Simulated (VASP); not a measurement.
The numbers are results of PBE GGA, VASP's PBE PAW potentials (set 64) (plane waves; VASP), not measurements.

Input for VASP

### KPOINTS
```
Automatic mesh
0
Gamma
12 12 12
0 0 0
```

POSCAR:
```
Sn
1.0
 -2.9638902380   2.9638902380   1.6138987699
  2.9638902380  -2.9638902380   1.6138987699
  2.9638902380   2.9638902380  -1.6138987699
Sn
2
Cart
  2.9638902380   0.0000000000   0.8069493850
  0.0000000000   0.0000000000   0.0000000000
```

### INCAR
```
ISMEAR  =  1
SIGMA  =  0.1   ! width (eV)
ALGO  =  Normal
NELM  =  100
LREAL  =  .FALSE.   ! projection in real space or not
GGA  =  PE   ! PBE
IBRION  =  2
ENCUT  =  520   ! plane-wave cut-off (eV)
LMAXMIX  =  4
LCHARG  =  .FALSE.
PREC  =  Accurate
SYSTEM  =  Sn
LWAVE  =  .FALSE.
LASPH  =  .TRUE.   ! aspherical one-centre terms
EDIFFG  =  -0.01   ! ionic stop
ISIF  =  3   ! ions, shape and volume
NSW  =  60   ! most ionic steps
EDIFF  =  1E-6   ! SCF stop (eV)
```

POTCAR, in this order: Sn_d (PBE.64 set). Program: vasp_std.

Output of the run:

### OSZICAR
```
       N       E                     dE             d eps       ncg     rms          rms(c)
DAV:   1     0.199572070765E+03    0.19957E+03   -0.15007E+04  5868   0.237E+03
DAV:   2     0.103333016885E+02   -0.18924E+03   -0.18717E+03  5886   0.445E+02
DAV:   3    -0.707997851855E+01   -0.17413E+02   -0.17230E+02  6700   0.139E+02
DAV:   4    -0.760848622517E+01   -0.52851E+00   -0.52645E+00  6648   0.265E+01
DAV:   5    -0.762876062616E+01   -0.20274E-01   -0.20274E-01  7848   0.478E+00    0.220E+00
DAV:   6    -0.761489505333E+01    0.13866E-01   -0.34365E-02  7602   0.282E+00    0.123E+00
DAV:   7    -0.761204580842E+01    0.28492E-02   -0.20956E-02  7588   0.216E+00    0.162E-01
DAV:   8    -0.761202944311E+01    0.16365E-04   -0.19280E-03  6796   0.650E-01    0.361E-02
DAV:   9    -0.761203739553E+01   -0.79524E-05   -0.56878E-05  7534   0.794E-02    0.144E-02
DAV:  10    -0.761203636052E+01    0.10350E-05   -0.79292E-06  7052   0.400E-02    0.176E-03
DAV:  11    -0.761203646014E+01   -0.99627E-07   -0.32218E-07  3208   0.848E-03
   1 F= -.76120365E+01 E0= -.76118930E+01  d E =-.761204E+01
```

OUTCAR:
```
------------------------ aborting loop because EDIFF is reached ----------------------------------------
  FORCE on cell =-STRESS in cart. coord.  units (eV):
  Direction    XX          YY          ZZ          XY          YZ          ZX
  --------------------------------------------------------------------------------------
  Total       -0.0120366     -0.0120366      0.0020427      0.0000000      0.0000000      0.0000000
  in kB       -0.3400593     -0.3400593      0.0577092      0.0000000      0.0000000      0.0000000
  external PRESSURE =      -0.2074698 kB  Pullay stress =       0.0000000 kB
  volume of cell :       56.71
      direct lattice vectors                 reciprocal lattice vectors
    -2.963890238  2.963890238  1.613898770     0.000000000  0.168697205  0.309808774
     2.963890238 -2.963890238  1.613898770     0.168697205  0.000000000  0.309808774
     2.963890238  2.963890238 -1.613898770     0.168697205  0.168697205  0.000000000
 POSITION                                       TOTAL-FORCE (eV/Angst)
 -----------------------------------------------------------------------------------
      2.96389     -0.00000      0.80695        -0.000000      0.000000     -0.000000
      0.00000      0.00000      0.00000         0.000000     -0.000000      0.000000
 -----------------------------------------------------------------------------------
    total drift:                               -0.000000     -0.000000      0.000000
  FREE ENERGIE OF THE ION-ELECTRON SYSTEM (eV)
  ---------------------------------------------------
  free  energy   TOTEN  =        -7.6120364601 eV

  energy  without entropy=       -7.6116060695  energy(sigma->0) =       -7.61189300

 reached required accuracy - stopping structural energy minimisation
```
(Selected blocks of OUTCAR.)

File OUTCAR:
```
 val. band max:        7.4356164565   @ k =  -0.3333  -0.4167   0.0833

 cond. band min:       7.4521434407   @ k =   0.4167   0.4167   0.0000


 Fermi energy:         7.4403261507

 k-point     1 :       0.0000    0.0000    0.0000
  band No.  band energies     occupation
      1     -14.1547      2.00000
      2     -14.0839      2.00000
      3     -14.0416      2.00000
      4     -14.0342      2.00000
      5     -13.9045      2.00000
      6     -13.9045      2.00000
      7     -13.8949      2.00000
      8     -13.8949      2.00000
      9     -13.8168      2.00000
     10     -13.7189      2.00000
     11      -3.3693      2.00000
     12       3.6783      2.00000
     13       5.5803      2.00000
     14       5.5803      2.00000
     15      10.4837      0.00000
     16      13.4473      0.00000
     17      13.4473      0.00000
     18      14.0025      0.00000

 k-point     2 :       0.0833   -0.0000    0.0000
  band No.  band energies     occupation
      1     -14.1509      2.00000
      2     -14.0717      2.00000
      3     -14.0373      2.00000
      4     -14.0200      2.00000
      5     -13.9129      2.00000
      6     -13.9115      2.00000
      7     -13.8963      2.00000
      8     -13.8954      2.00000
      9     -13.8190      2.00000
     10     -13.7230      2.00000
     11      -3.2367      2.00000
     12       3.5230      2.00000
     13       5.5917      2.00000
     14       5.9860      2.00000
     15      10.7087      0.00000
     16      12.6403      0.00000
     17      12.9902      0.00000
     18      13.2780      0.00000

 k-point     3 :       0.1667    0.0000    0.0000
  band No.  band energies     occupation
      1     -14.1395      2.00000
      2     -14.0401      2.00000
      3     -14.0255      2.00000
      4     -13.9876      2.00000
      5     -13.9314      2.00000
      6     -13.9180      2.00000
      7     -13.9041      2.00000
      8     -13.9021      2.00000
      9     -13.8252      2.00000
...
```

Unless said otherwise, spin-orbit coupling is left out, though it shifts the bands of the heavy elements here.

The compound is Sn in the beta structure. It was relaxed first. The start is the result of an earlier pass.
